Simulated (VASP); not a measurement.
A convergence study with VASP on AgPt (space group P-6m2): a few settings are varied, all else stays as given below, so the limit is that of these other settings.

```
CELL_PARAMETERS angstrom
      2.78305     0.00000     0.00000
     -1.39152     2.41019     0.00000
      0.00000     0.00000     4.79511
ATOMIC_POSITIONS crystal
  Ag 0.00000 0.00000 0.50000
  Pt 0.66667 0.33333 0.00000
```

Computed with PBEsol GGA, VASP's PBE PAW potentials (set 64) (plane waves; VASP 6.6.1). The last row used: 550 eV cut-off, 23×23×12 Γ-centred mesh, second-order Methfessel-Paxton smearing of 0.40 eV, potentials Ag Pt.

```tsv
setting	E (eV/atom)	pressure (GPa)	irreducible k-points
ISMEAR = -1, SIGMA = 0.01, 8×8×4 mesh	-5.1429	-4.62	30
ISMEAR = -1, SIGMA = 0.2, 8×8×4 mesh	-5.1518	-4.50	30
ISMEAR = 0, SIGMA = 0.01, 8×8×4 mesh	-5.1428	-4.64	30
ISMEAR = 0, SIGMA = 0.2, 8×8×4 mesh	___	___	30
ISMEAR = 1, SIGMA = 0.01, 8×8×4 mesh	-5.1428	-4.64	30
ISMEAR = 1, SIGMA = 0.2, 8×8×4 mesh	-5.1445	-4.66	30
ISMEAR = 2, SIGMA = 0.01, 8×8×4 mesh	-5.1428	-4.64	30
ISMEAR = 2, SIGMA = 0.2, 8×8×4 mesh	-5.1440	-4.64	30
ISMEAR = -1, SIGMA = 0.05, 17×17×9 mesh	-5.1682	-5.19	165
ISMEAR = -1, SIGMA = 0.2, 17×17×9 mesh	-5.1625	-4.77	165
ISMEAR = 0, SIGMA = 0.05, 17×17×9 mesh	-5.1684	-5.19	165
ISMEAR = 0, SIGMA = 0.2, 17×17×9 mesh	-5.1676	-5.17	165
ISMEAR = 1, SIGMA = 0.05, 17×17×9 mesh	-5.1684	-5.19	165
ISMEAR = 1, SIGMA = 0.2, 17×17×9 mesh	-5.1683	-5.22	165
ISMEAR = 2, SIGMA = 0.05, 17×17×9 mesh	-5.1684	___	165
ISMEAR = 2, SIGMA = 0.2, 17×17×9 mesh	-5.1684	-5.20	165
ISMEAR = -1, SIGMA = 0.05, 23×23×12 mesh	-5.1647	-5.16	392
ISMEAR = -1, SIGMA = 0.4, 23×23×12 mesh	-5.1525	-3.45	392
ISMEAR = 0, SIGMA = 0.05, 23×23×12 mesh	-5.1644	-5.21	392
ISMEAR = 0, SIGMA = 0.4, 23×23×12 mesh	-5.1643	-4.94	392
ISMEAR = 1, SIGMA = 0.05, 23×23×12 mesh	-5.1644	-5.21	392
ISMEAR = 1, SIGMA = 0.4, 23×23×12 mesh	-5.1664	-5.21	392
ISMEAR = 2, SIGMA = 0.05, 23×23×12 mesh	-5.1643	-5.23	392
ISMEAR = 2, SIGMA = 0.4, 23×23×12 mesh	-5.1655	-5.16	392
```

**Question.** Fill in the missing entries.

**Answer.** 
- ISMEAR = 2, SIGMA = 0.05, 17×17×9 mesh, pressure (GPa): -5.18
- ISMEAR = 0, SIGMA = 0.2, 8×8×4 mesh, E (eV/atom): -5.1466
- ISMEAR = 0, SIGMA = 0.2, 8×8×4 mesh, pressure (GPa): -4.69

Left out are rungs that failed or repeat a setting and relaxations that didn't move; long series are thinned to 24 rows.

The structure comes from a computed database's AgPt entry (P-6m2); how it stands against other phases isn't given here. The cell was not relaxed at this level. The electron count is odd and the run is not spin-polarised, which forces a metal.
